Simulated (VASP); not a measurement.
Here is the system:

```
CELL_PARAMETERS angstrom
      0.00000     3.16852     3.16852
      3.16852     0.00000     3.16852
      3.16852     3.16852     0.00000
ATOMIC_POSITIONS crystal
  Te 0.50000 0.50000 0.50000
  Pb 0.00000 0.00000 0.00000
```

Calculation: PBE GGA with D4 dispersion, VASP's PBE PAW potentials (set 64) (plane waves; VASP). Settings: 520 eV cut-off, 7×7×7 Γ-centred mesh, Gaussian smearing of 0.050 eV, potentials Te Pb_d.

### Question
What does the run give for the energy per atom (σ→0), pressure?

### Answer

The energy per atom (σ→0) is -4.171 eV/atom. The pressure is 30.5 kbar.

The absolute energy has meaning only against runs of the same code, potentials and settings.

The compound is PbTe in the rock salt structure. This cell is one point of a volume scan, at 0.94 of the reference volume.
